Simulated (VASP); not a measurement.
A VASP calculation is set up with these files.

INCAR:
```
SYSTEM = Be
PREC = Accurate
ENCUT = 400
EDIFF = 1E-6
NELM = 100
ALGO = Normal
LREAL = .FALSE.
LASPH = .TRUE.
ISMEAR = 1
SIGMA = 0.1
GGA = PE
LWAVE = .FALSE.
LCHARG = .FALSE.
ISIF = 2
LEPSILON = .TRUE.
```

File KPOINTS:
```
Automatic mesh
0
Gamma
14 14 8
0 0 0
```

### POSCAR
```
Be
1
    1.1450000000    -1.9831980000     0.0000000000
    1.1450000000     1.9831980000     0.0000000000
    0.0000000000     0.0000000000     3.5800000000
Be
2
Direct
  0.3333330000   0.6666670000   0.2500000000
  0.6666670000   0.3333330000   0.7500000000
```

POTCAR, in this order: Be (PBE.64 set). Program: vasp_std.

### Question
What happens when VASP runs on this input?

### Answer
There is a fault: LEPSILON was set for a metal. The run ends without an error. Against the sound run, the energy per atom (σ→0) is nearly the same; the pressure hardly moves.

### standard output
```
...
RMM:   3    -0.749239395866E+03    0.26266E+00   -0.40039E-01  2141   0.237E-02
RMM:   4    -0.749200503650E+03    0.38892E-01   -0.10967E-02  1813   0.140E-03
RMM:   5    -0.749199483392E+03    0.10203E-02   -0.75303E-04  1585   0.336E-04
RMM:   6    -0.749199407085E+03    0.76307E-04    0.31027E-05  1339   0.276E-04
RMM:   7    -0.749199407714E+03   -0.62834E-06    0.00000E+00  1154   0.275E-04
 change of polarisation eV/A/(eV/A) component  2 :    -0.982  1498.399     0.364
 dielectric tensor                  component  2 :   -10.933 16677.648     4.051
 Linear response to external field (no local field effect), progress :
  Direction:   3
       N       E                     dE             d eps       ncg     rms          rms(c)
RMM:   1    -0.899015171081E+01   -0.89902E+01   -0.81660E+01  2954   0.316E+00
RMM:   2    -0.919800805418E+01   -0.20786E+00   -0.40267E-03  2274   0.293E-01
RMM:   3    -0.919826643923E+01   -0.25839E-03   -0.10689E-05  2137   0.168E-02
RMM:   4    -0.919826938705E+01   -0.29478E-05    0.14991E-06  1747   0.109E-03
RMM:   5    -0.919826955052E+01   -0.16347E-06    0.51656E-08  1400   0.301E-04
 change of polarisation eV/A/(eV/A) component  3 :    -0.598     0.364    18.397
 dielectric tensor                  component  3 :    -6.660     4.051   205.747
 Linear response to external field, progress :
  Direction:   1
       N       E                     dE             d eps       ncg     rms          rms(c)
RMM:   1    -0.348176629668E+03   -0.34818E+03   -0.34315E+03  7306   0.339E+00
RMM:   2    -0.375189658969E+03   -0.27013E+02   -0.17033E+00  5504   0.303E-01    0.746E+00
RMM:   3    -0.374848379885E+03    0.34128E+00    0.13898E-01  5296   0.200E+00    0.451E+00
RMM:   4    -0.376821381808E+03   -0.19730E+01    0.12906E-01  5245   0.303E+00    0.705E-02
RMM:   5    -0.376835193086E+03   -0.13811E-01   -0.19533E-01  5790   0.224E-01    0.342E-02
RMM:   6    -0.376840262936E+03   -0.50699E-02   -0.28355E-01  5927   0.292E-02    0.106E-03
RMM:   7    -0.376839217771E+03    0.10452E-02   -0.26892E-01  5675   0.243E-03    0.397E-04
RMM:   8    -0.376839177770E+03    0.40001E-04   -0.27023E-01  5132   0.123E-03    0.212E-05
RMM:   9    -0.376839342985E+03   -0.16521E-03   -0.27463E-01  3593   0.504E-04    0.970E-06
 change of polarisation eV/A/(eV/A) component  1 :   748.254  -431.466    -0.406
 dielectric tensor                  component  1 :  8328.803 -4802.066    -4.522
 Linear response to external field, progress :
  Direction:   2
       N       E                     dE             d eps       ncg     rms          rms(c)
RMM:   1    -0.347438696046E+03   -0.34744E+03   -0.34241E+03  7376   0.361E+00
RMM:   2    -0.375173212110E+03   -0.27735E+02   -0.16142E+00  5528   0.356E-01    0.733E+00
RMM:   3    -0.374816637135E+03    0.35657E+00   -0.12395E-01  5323   0.197E+00    0.442E+00
RMM:   4    -0.376715700738E+03   -0.18991E+01   -0.91862E-03  5292   0.298E+00    0.535E-02
RMM:   5    -0.376722946950E+03   -0.72462E-02   -0.47157E-02  5756   0.202E-01    0.296E-02
RMM:   6    -0.376728122771E+03   -0.51758E-02   -0.69155E-02  5906   0.302E-02    0.154E-03
RMM:   7    -0.376728720728E+03   -0.59796E-03   -0.90910E-02  5536   0.296E-03    0.426E-04
RMM:   8    -0.376728661334E+03    0.59394E-04   -0.88320E-02  5267   0.173E-03    0.281E-05
RMM:   9    -0.376728663369E+03   -0.20350E-05   -0.92564E-02  3707   0.547E-04    0.222E-05
RMM:  10    -0.376728460615E+03    0.20275E-03   -0.91296E-02  2749   0.436E-04    0.245E-06
 change of polarisation eV/A/(eV/A) component  2 :  -431.442   748.045    -0.205
 dielectric tensor                  component  2 : -4801.802  8326.480    -2.286
 Linear response to external field, progress :
  Direction:   3
       N       E                     dE             d eps       ncg     rms          rms(c)
RMM:   1    -0.899015171081E+01   -0.89902E+01   -0.81660E+01  2954   0.316E+00
RMM:   2    -0.919800805176E+01   -0.20786E+00   -0.40267E-03  2272   0.293E-01    0.837E-01
RMM:   3    -0.920152950754E+01   -0.35215E-02   -0.13589E-04  2334   0.112E-01    0.518E-01
RMM:   4    -0.923162033266E+01   -0.30091E-01   -0.33933E-04  2294   0.171E-01    0.659E-03
RMM:   5    -0.923167481661E+01   -0.54484E-04    0.72764E-08  2385   0.721E-03    0.306E-03
RMM:   6    -0.923172761006E+01   -0.52793E-04   -0.55011E-08  2192   0.264E-03    0.169E-04
RMM:   7    -0.923172189953E+01    0.57105E-05   -0.28591E-10  1125   0.308E-04    0.364E-05
RMM:   8    -0.923172314178E+01   -0.12423E-05   -0.17404E-11   645   0.286E-04    0.418E-06
 change of polarisation eV/A/(eV/A) component  3 :    -0.594     0.362    18.390
 dielectric tensor                  component  3 :    -6.608     4.027   205.670
 Born effective charges drift removed
```

### OUTCAR
```
------------------------ aborting loop because EDIFF is reached ----------------------------------------

 HEAD OF MICROSCOPIC STATIC DIELECTRIC TENSOR (INDEPENDENT PARTICLE, excluding Hartree and local field effects)
 ------------------------------------------------------
        8348.834899    -0.000000    -0.000000
           0.000000  8348.833428     0.000000
           0.000000     0.000000   205.746971
 ------------------------------------------------------

 MACROSCOPIC STATIC DIELECTRIC TENSOR (including local field effects in DFT)
 ------------------------------------------------------
        8327.642228    -0.000000    -0.000000
          -0.000000  8327.640761     0.000000
          -0.000000     0.000000   205.670131
 ------------------------------------------------------

 PIEZOELECTRIC TENSOR (including local field effects)  for field in x, y, z        (e  Angst)
          XX          YY          ZZ          XY          YZ          ZX
  --------------------------------------------------------------------------------
  x     0.00000     0.00000     0.00000     0.00000     0.00000     0.00000
  y     0.00000     0.00000     0.00000     0.00000     0.00000     0.00000
  z     0.00000     0.00000     0.00000     0.00000     0.00000     0.00000

 PIEZOELECTRIC TENSOR (including local field effects)  for field in x, y, z        (C/m^2)
          XX          YY          ZZ          XY          YZ          ZX
  --------------------------------------------------------------------------------
  x     0.00000     0.00000     0.00000     0.00000     0.00000     0.00000
  y     0.00000     0.00000     0.00000     0.00000     0.00000     0.00000
  z     0.00000     0.00000     0.00000     0.00000     0.00000     0.00000

 BORN EFFECTIVE CHARGES (including local field effects) (in |e|, cummulative output)
 ---------------------------------------------------------------------------------
 ion    1
    1     0.00000     0.00000     0.00000
    2     0.00000     0.00000     0.00000
    3     0.00000     0.00000     0.00000
 ion    2
    1     0.00000     0.00000     0.00000
    2     0.00000     0.00000     0.00000
    3     0.00000     0.00000     0.00000
```
(Selected blocks of OUTCAR.)

To mend it, drop LEPSILON, since a metal has no finite static dielectric tensor or Born charges. The plain static run on this cell (PBE GGA, plane waves, VASP's PBE PAW potentials (set 64)) converges, and its OSZICAR ends with
```
   1 F= -.75175487E+01 E0= -.75174499E+01  d E =-.296529E-03
```

The compound is Be in the hcp structure. The cell was not relaxed at this level.
